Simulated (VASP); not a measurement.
AlN:

```
CELL_PARAMETERS angstrom
0.00000 2.18399 2.18399
2.18399 0.00000 2.18399
2.18399 2.18399 0.00000
ATOMIC_POSITIONS crystal
Al 0.00000 0.00000 0.00000
N 0.75000 0.75000 0.75000
```

Measurements of this composition are mostly on another form, of space group No. 186.

* Program: VASP 6.6.1
* Task: relaxation of cell and atoms
* Functional: PBE
* Potentials or basis: VASP PAW PBE potentials, release 64 (Al, N)
* Cutoff: 520 eV
* k mesh: 18 × 18 × 18
* Occupations: gaussian, width 0.02 eV
* Spin: no spin polarisation

At the start: pressure 4.6 GPa; volume 10.42 Å³/atom.

**Question.** How do energy, volume and symmetry change on relaxing?

**Answer.** Over 3 steps the energy falls by 3.4 meV/atom and the volume is 10.66 Å³/atom (+2.3 %); space group F-43m (No. 216, to 0.05 Å).

The path:
| step | energy change (eV) | largest force (eV/Å) | pressure (GPa) | volume (Å³) |
| --- | --- | --- | --- | --- |
| 1 | 0.0000 | 0.0000 | 4.60 | 20.83 |
| 2 | -0.0014 | 0.0000 | -3.81 | 21.75 |
| 3 | -0.0067 | 0.0000 | 0.00 | 21.31 |

Final structure:
```
Al N
1.0
     0.00000    2.20055    2.20055
     2.20055    0.00000    2.20055
     2.20055    2.20055    0.00000
Al N
1 1
Direct
  0.00000 0.00000 0.00000
  0.75000 0.75000 0.75000
```
